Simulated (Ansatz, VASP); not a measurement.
# Cross-check of Al12O (Al(111)) between VASP and Ansatz, part 2 of 2

Wanted: the spread between two codes on one cell, functional and k mesh.

VASP 6.6.1 and Ansatz 0.2.0.

So far: The structure; Ansatz: single point, RPBE.

## (3) VASP: single point, RPBE

Level of this step: RPBE; plane waves and PAW (Al, O) (VASP).

The same cell, functional, mesh and smearing now go to VASP, with its own data sets and cutoff.

Lines of VASP's logs that name or quote its potential files are left out, and so is its time.

INCAR reads:

```
SYSTEM = Al12O
PREC = Normal
ENCUT = 440
EDIFF = 1E-06
NELM = 120
ISMEAR = 1
SIGMA = 0.15
LREAL = Auto
ALGO = Fast
GGA = RP
NBANDS = 34
LORBIT = 11
LWAVE = .FALSE.
LCHARG = .FALSE.
KPAR = 4
IDIPOL = 3
LDIPOL = .TRUE.
DIPOL = 0.5 0.5 0.512
LVHAR = .TRUE.
LVACPOTAV = .TRUE.
NEDOS = 1500
```

POSCAR reads:

```
Al12O
1.0
    5.7429020072      0.0000000000      0.0000000000
    2.8714510036      4.9734990297      0.0000000000
    0.0000000000      0.0000000000     19.6890598535
Al O
12 1
Selective dynamics
Direct
    0.1666666700      0.1666666700      0.3809222000  F F F
    0.6666666700      0.1666666700      0.3809222000  F F F
    0.1666666700      0.6666666700      0.3809222000  F F F
    0.6666666700      0.6666666700      0.3809222000  F F F
    0.8355559340      0.3322220280      0.4996396117  T T T
    0.3322220280      0.3322220280      0.4996396117  T T T
    0.8333333300      0.8333333300      0.4992889009  T T T
    0.3322220280      0.8355559340      0.4996396117  T T T
    0.9964540150      0.9964540150      0.6195110949  T T T
    0.5070919701      0.9964540150      0.6195110949  T T T
    0.9964540150      0.5070919701      0.6195110949  T T T
    0.5000000000      0.5000000000      0.6117308134  T T T
    0.1666666700      0.1666666700      0.6608184316  T T T
```

KPOINTS reads:

```
Automatic mesh
0
Gamma
6 6 1
0 0 0
```

The projector-augmented-wave data sets are Al and O (PBE family, release 64).

On the command line:

```
$ mpirun -np 4 vasp_std
```

Numbers of over 12 decimals in the logs are rounded to 6 here.

What it wrote:

```text
[banner, memory and clock lines left out]
running    4 mpi-ranks, on    1 nodes
 distrk:  each k-point on    1 cores,    4 groups
 distr:  one band on    1 cores,    1 groups

 POSCAR found type information on POSCAR AlO
 POSCAR found :  2 types and      13 ions
|                                                                             |
|               ----> ADVICE to this user running VASP <----                  |
|                                                                             |
|     You enforced a specific xc type in the INCAR file but a different       |
|     [... a line on the potential file left out ...]
|     I HOPE YOU KNOW WHAT YOU ARE DOING!                                     |
|                                                                             |

 LDA part: xc-table for (Slater+PW92), standard interpolation
 POSCAR, INCAR and KPOINTS ok, starting setup
 FFT: planning ... GRIDC
 FFT: planning ... GRID_SOFT
 FFT: planning ... GRID
 WAVECAR not read
 entering main loop
       N       E                     dE             d eps       ncg     rms          rms(c)
DAV:   1     0.168391032162E+03    0.16839E+03   -0.12428E+04   476   0.792E+02
DAV:   2    -0.247766259947E+02   -0.19317E+03   -0.18429E+03   662   0.155E+02
DAV:   3    -0.511224349484E+02   -0.26346E+02   -0.25730E+02   664   0.553E+01
DAV:   4    -0.520749626619E+02   -0.95253E+00   -0.95096E+00   632   0.125E+01
DAV:   5    -0.521044650631E+02   -0.29502E-01   -0.29501E-01   792   0.224E+00    0.103E+01
RMM:   6    -0.491025472142E+02    0.30019E+01   -0.11956E+01   601   0.111E+01    0.484E+00
RMM:   7    -0.490086456166E+02    0.93902E-01   -0.12740E+00   606   0.329E+00    0.313E+00
RMM:   8    -0.485864137914E+02    0.42223E+00   -0.41328E-01   601   0.169E+00    0.209E+00
RMM:   9    -0.484179052002E+02    0.16851E+00   -0.23994E-01   543   0.161E+00    0.411E-01
RMM:  10    -0.484100738723E+02    0.78313E-02   -0.49791E-02   630   0.714E-01    0.281E-01
RMM:  11    -0.483965134460E+02    0.13560E-01   -0.21702E-02   561   0.507E-01    0.136E-01
RMM:  12    -0.483928219460E+02    0.36915E-02   -0.10419E-02   592   0.308E-01    0.795E-02
RMM:  13    -0.483913530699E+02    0.14689E-02   -0.55056E-03   611   0.215E-01    0.457E-02
RMM:  14    -0.483916369413E+02   -0.28387E-03   -0.11109E-03   574   0.138E-01    0.291E-02
RMM:  15    -0.483918738957E+02   -0.23695E-03   -0.37117E-04   591   0.745E-02    0.133E-02
RMM:  16    -0.483919031096E+02   -0.29214E-04   -0.28334E-04   622   0.547E-02    0.144E-02
RMM:  17    -0.483925025002E+02   -0.59939E-03   -0.15823E-04   599   0.468E-02    0.164E-02
RMM:  18    -0.483927950330E+02   -0.29253E-03   -0.52027E-05   581   0.253E-02    0.293E-03
RMM:  19    -0.483930138981E+02   -0.21887E-03   -0.36997E-05   584   0.175E-02    0.354E-03
RMM:  20    -0.483930985262E+02   -0.84628E-04   -0.20126E-05   538   0.102E-02    0.190E-03
RMM:  21    -0.483931093451E+02   -0.10819E-04   -0.36323E-06   486   0.537E-03    0.172E-03
RMM:  22    -0.483931114163E+02   -0.20712E-05   -0.73307E-07   423   0.343E-03    0.166E-03
RMM:  23    -0.483931134890E+02   -0.20726E-05   -0.44742E-07   421   0.246E-03    0.718E-04
RMM:  24    -0.483931136293E+02   -0.14033E-06   -0.10135E-07   303   0.156E-03
|                                                                             |
|           W    W    AA    RRRRR   N    N  II  N    N   GGGG   !!!           |
|           W    W   A  A   R    R  NN   N  II  NN   N  G    G  !!!           |
|           W    W  A    A  R    R  N N  N  II  N N  N  G       !!!           |
|           W WW W  AAAAAA  RRRRR   N  N N  II  N  N N  G  GGG   !            |
|           WW  WW  A    A  R   R   N   NN  II  N   NN  G    G                |
|           W    W  A    A  R    R  N    N  II  N    N   GGGG   !!!           |
|                                                                             |
|     Did not find any points to average over, which means that no vacuum     |
|     field-free region was found. Please increase the size of  your cell     |
|     in the dimension of the dipole correction to obtain accurate            |
|     workfunction values.                                                    |
|                                                                             |

   1 F= -.48393114E+02 E0= -.48386391E+02  d E =-.201669E-01
```

Parts of OUTCAR (step 3):

```text
ion  position               nearest neighbor table
   1  0.167  0.167  0.381-   6 2.86   5 2.86   8 2.86   2 2.87   2 2.87   3 2.87   4 2.87   3 2.87
                             4 2.87
   2  0.667  0.167  0.381-   7 2.86   5 2.87   6 2.87   1 2.87   1 2.87   3 2.87   4 2.87   4 2.87
                             3 2.87
   3  0.167  0.667  0.381-   7 2.86   8 2.87   6 2.87   4 2.87   4 2.87   1 2.87   2 2.87   2 2.87
                             1 2.87
   4  0.667  0.667  0.381-   7 2.86   8 2.87   5 2.87   3 2.87   3 2.87   1 2.87   2 2.87   1 2.87
                             2 2.87
   5  0.836  0.332  0.500-  12 2.77   6 2.85   8 2.85   1 2.86   2 2.87   4 2.87   7 2.87   7 2.87
                             6 2.89   8 2.89   9 2.89  11 2.89
   6  0.332  0.332  0.500-  12 2.77   5 2.85   8 2.85   1 2.86   2 2.87   3 2.87   7 2.87   7 2.87
                             5 2.89   8 2.89  11 2.89  10 2.89
   7  0.833  0.833  0.499-   4 2.86   3 2.86   2 2.86  10 2.87  11 2.87   9 2.87   8 2.87   8 2.87
                             5 2.87   6 2.87   6 2.87   5 2.87
   8  0.332  0.836  0.500-  12 2.77   6 2.85   5 2.85   1 2.86   3 2.87   4 2.87   7 2.87   7 2.87
                             5 2.89   6 2.89   9 2.89  10 2.89
   9  0.996  0.996  0.620-  13 1.88  10 2.81  11 2.81   7 2.87  12 2.88  12 2.88   8 2.89   5 2.89
                            10 2.93  11 2.93
  10  0.507  0.996  0.620-  13 1.88   9 2.81  11 2.81   7 2.87  12 2.88  12 2.88   6 2.89   8 2.89
                             9 2.93  11 2.93
  11  0.996  0.507  0.620-  13 1.88  10 2.81   9 2.81   7 2.87  12 2.88  12 2.88   6 2.89   5 2.89
                            10 2.93   9 2.93
  12  0.500  0.500  0.612-   5 2.77   8 2.77   6 2.77  11 2.88  10 2.88   9 2.88   9 2.88  11 2.88
                            10 2.88
  13  0.167  0.167  0.661-  10 1.88  11 1.88   9 1.88

  LATTYP: Found a hexagonal cell.
 ALAT       =     5.7429020072
 C/A-ratio  =     3.4284164746

 Subroutine GETGRP returns: Found  6 space group operations
 (whereof  2 operations were pure point group operations)

The static configuration has the point symmetry C_1h.
 The point group associated with its full space group is C_3v.

 Found      7 irreducible k-points:

   k-points           NKPTS =      7   k-points in BZ     NKDIM =      7   number of bands    NBANDS=     34

   dimension x,y,z NGX =    30 NGY =   30 NGZ =  108
   dimension x,y,z NGXF=    60 NGYF=   60 NGZF=  216

   ENCUT  =  440.0 eV  32.34 Ry    5.69 a.u.   9.82  9.82 33.68*2*pi/ulx,y,z

   NELECT =      42.0000    total number of electrons

 k-points in reciprocal lattice and weights: Automatic mesh
   0.00000000  0.00000000  0.00000000       0.028
   0.16666667  0.00000000  0.00000000       0.167
   0.33333333  0.00000000  0.00000000       0.167
   0.50000000  0.00000000  0.00000000       0.083
   0.33333333  0.16666667  0.00000000       0.167
   0.50000000  0.16666667  0.00000000       0.333
  -0.33333333  0.33333333  0.00000000       0.056

 dipolmoment           0.000000      0.000000      0.010881 electrons x Angstroem

 average (electrostatic) potential at core
       1 -80.4777       2 -80.4466       3 -80.4466       4 -80.4466       5 -80.3318
       6 -80.3318       7 -80.3855       8 -80.3318       9 -80.7280      10 -80.7280
      11 -80.7280      12 -80.2587      13 -76.2248

 E-fermi :   0.5185

 k-point     1 :       0.0000    0.0000    0.0000
  band No.  band energies     occupation
    ...
     19      -1.9404      2.00000
     20      -1.0369      2.00000
     21       0.0888      2.00039
     22       0.0888      2.00039
     23       0.1650      2.00429
     24       1.3003     -0.00000
     25       1.3350     -0.00000
     26       1.3351     -0.00000
     27       1.9098     -0.00000
     28       2.9979     -0.00000
    ...

 k-point     2 :       0.1667    0.0000    0.0000
  band No.  band energies     occupation
    ...
     19      -1.3732      2.00000
     20      -0.8427      2.00000
     21       0.0095      2.00002
     22       0.0365      2.00005
     23       0.5550      0.60175
     24       1.4103     -0.00000
     25       1.6742     -0.00000
     26       1.6861     -0.00000
     27       1.7847     -0.00000
     28       2.8192     -0.00000
    ...

 k-point     3 :       0.3333    0.0000    0.0000
  band No.  band energies     occupation
    ...
     17      -1.5258      2.00000
     18      -0.8402      2.00000
     19      -0.5323      2.00000
     20       0.0658      2.00017
     21       0.4385      1.77542
     22       0.6409      0.01194
     23       0.9332     -0.00066
     24       1.7360     -0.00000
     25       1.8426     -0.00000
     26       1.9827     -0.00000
    ...

  Total       -3.2814284     -3.2814284     -0.4188705      0.0000000      0.0000000     -0.0000000
  in kB       -9.3487833     -9.3487833     -1.1933613      0.0000000      0.0000000     -0.0000000
  external PRESSURE =      -6.6303093 kB  Pullay stress =       0.0000000 kB

  energy-cutoff  :      440.00
  volume of cell :      562.37
      direct lattice vectors                 reciprocal lattice vectors
     5.742902007  0.000000000  0.000000000     0.174127993 -0.100532844  0.000000000
     2.871451004  4.973499030  0.000000000     0.000000000  0.201065687  0.000000000
     0.000000000  0.000000000 19.689059854     0.000000000  0.000000000  0.050789627

 POSITION                                       TOTAL-FORCE (eV/Angst)
 -----------------------------------------------------------------------------------
      1.43573      0.82892      7.50000        -0.000000     -0.000000      0.052195
      4.30718      0.82892      7.50000         0.000000      0.014732     -0.007740
      2.87145      3.31567      7.50000         0.012758     -0.007366     -0.007740
      5.74290      3.31567      7.50000        -0.012758     -0.007366     -0.007740
      5.75248      1.65231      9.83743        -0.009578      0.005530     -0.008121
      2.86188      1.65231      9.83743         0.009578      0.005530     -0.008121
      7.17863      4.14458      9.83053        -0.000000     -0.000000      0.012834
      4.30718      4.15564      9.83743        -0.000000     -0.011059     -0.008121
      8.58381      4.95586     12.19759         0.010333      0.005966      0.008669
      5.77345      4.95586     12.19759        -0.010333      0.005966      0.008669
      7.17863      2.52202     12.19759         0.000000     -0.011931      0.008669
      4.30718      2.48675     12.04440        -0.000000     -0.000000     -0.030585
      1.43573      0.82892     13.01089        -0.000000      0.000000     -0.012867
 -----------------------------------------------------------------------------------
    total drift:                               -0.000008     -0.000004     -0.018927

  FREE ENERGIE OF THE ION-ELECTRON SYSTEM (eV)
  ---------------------------------------------------
  free  energy   TOTEN  =       -48.3931136293 eV

  energy  without entropy=      -48.3729467565  energy(sigma->0) =      -48.38639134

 vacuum level on the upper side and lower side of the slab         4.430         4.360

 total charge
# of ion       s       p       d       tot
------------------------------------------
    1        0.451   0.304   0.000   0.755
    2        0.454   0.306   0.000   0.759
    3        0.454   0.306   0.000   0.759
    4        0.454   0.306   0.000   0.759
    5        0.426   0.347   0.000   0.773
    6        0.426   0.347   0.000   0.773
    7        0.433   0.337   0.000   0.771
    8        0.426   0.347   0.000   0.773
    9        0.405   0.330   0.000   0.736
   10        0.405   0.330   0.000   0.736
   11        0.405   0.330   0.000   0.736
   12        0.434   0.349   0.000   0.783
   13        1.588   3.511   0.000   5.100
--------------------------------------------------
tot          6.761   7.451   0.000  14.212

[... 3 further parts left out ...]
```

## (4) Differences

Known differences besides the potentials themselves: the cutoff is 420 eV in Ansatz and 440 eV in VASP (PREC = Normal, projectors in real space); Ansatz makes its cores anew for this functional, VASP keeps those of its PBE data sets; VASP leaves aspherical gradient terms in its spheres out (LASPH is not set), Ansatz keeps them. Total energies have different zeros and are not compared.

Compared:

| quantity | Ansatz | VASP | difference |
| --- | --- | --- | --- |
| work function, lower of the two faces (eV) | 3.84 | 3.84 | 0.00 |
| work function, higher of the two faces (eV) | 3.91 | 3.91 | -0.01 |

At this near-relaxed geometry the largest component of a force difference is 28 meV/Å. VASP's log warns that it found no field-free region in the vacuum, so its work functions are uncertain.

## (5) Summary of results

| Quantity | Value |
| --- | --- |
| difference in work function, higher of the two faces (single point, RPBE) | -0.0056 eV |
| r.m.s. force difference (single point, RPBE) | 6.7 meV/Å |

In words: The r.m.s. force difference is 6.7 meV/Å (single point, RPBE), within the 12 meV/Å picked in this series as the mark of a large difference. Such differences can come from data sets, numerical settings and the points named under the comparisons, not from the functional's error against experiment.

[Lines on the potential files, build, host, timing and source positions are cut from VASP's logs without a mark.]

[Logs are printed without paths, hosts, clocks, repeated set-up lines and the standing remarks that a program may print on its own settings, such as how far it seeks lower states.]

[Hosts, paths, dates, database ids (printed as entryN), source tags and the programs' standing remarks are cut or masked in the printed files.]
